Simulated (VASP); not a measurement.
Method: PBE GGA, VASP's PBE PAW potentials (set 64) (plane waves; VASP).

VASP input:

INCAR:
```
SYSTEM = PbO
PREC = Accurate
ENCUT = 400
EDIFF = 1E-8
NELM = 100
ALGO = Normal
LREAL = .FALSE.
LASPH = .TRUE.
ISMEAR = 0
SIGMA = 0.01
GGA = PE
LMAXMIX = 4
LWAVE = .FALSE.
LCHARG = .FALSE.
ISIF = 2
LEPSILON = .TRUE.
```

File KPOINTS:
```
K-points
0
gamma
4 4 1
```

POSCAR:
```
PbO
3.9625180
  1.0000000000   0.0000000000   0.0000000000
  0.0000000000   1.0000000000   0.0000000000
  0.0000000000   0.0000000000   4.1301854023
Pb O
2 2
direct
  0.5000000000   0.0000000000   0.5722820000
  0.0000000000   0.5000000000   0.4277180000
  0.0000000000   0.0000000000   0.5000000000
  0.5000000000   0.5000000000   0.5000000000
```

POTCAR, in this order: Pb_d O (PBE.64 set). Program: vasp_std.

The cell holds a wide vacuum, so values per volume refer to the whole cell.  Unless said otherwise, spin-orbit coupling is left out, though it shifts the bands of the heavy elements here.

What does the run give for the energy per atom (σ→0), largest force, band gap (on the k-mesh)?

- energy per atom (σ→0): -5.359 eV/atom
- band gap (on the k-mesh): 2.63 eV
- largest force: 0.781 eV/Å

### OSZICAR
```
...
RMM:  13    -0.323004416358E+00   -0.50681E-04    0.18533E-04   460   0.188E-02    0.134E-03
RMM:  14    -0.323141467134E+00   -0.13705E-03   -0.33443E-04   489   0.108E-02    0.684E-04
RMM:  15    -0.323082749662E+00    0.58717E-04    0.36743E-04   464   0.528E-03    0.241E-04
RMM:  16    -0.323139012872E+00   -0.56263E-04   -0.18539E-04   482   0.221E-03    0.118E-04
RMM:  17    -0.323117739977E+00    0.21273E-04    0.44265E-05   457   0.114E-03    0.618E-05
RMM:  18    -0.323126984316E+00   -0.92443E-05   -0.93210E-05   466   0.583E-04    0.223E-05
RMM:  19    -0.323116561572E+00    0.10423E-04   -0.24958E-05   328   0.207E-04    0.157E-05
RMM:  20    -0.323121343725E+00   -0.47822E-05   -0.89557E-06   287   0.112E-04    0.414E-06
```

The cell is a sheet with vacuum, built from a generated structure.
